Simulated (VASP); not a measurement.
Input:

```
Lu
1.0
    1.72808    -2.99312     0.00000
    1.72808     2.99312     0.00000
    0.00000     0.00000     5.37640
Lu
2
Direct
  0.33333   0.66667   0.25000
  0.66667   0.33333   0.75000
```

All values below come from PBEsol GGA, VASP's PBE PAW potentials (set 64) (plane waves; VASP). Numerical set-up: 520 eV cut-off, 14×14×8 Γ-centred mesh, tetrahedra with Blöchl corrections, potentials Lu_3.

Question: The job: Lu (hcp), 2 atoms, PBEsol, static run, 520 eV, 14×14×8 Γ-centred mesh. Roughly how much core time does it take on a busy server core?

Answer: About 50 core-seconds (one run on a shared machine, a rough figure). It had 120 irreducible k-points, 13 bands, up to 1522 plane waves and 13 electronic steps.

The compound is Lu in the hcp structure. It was relaxed first, which changed the volume by -6 %.
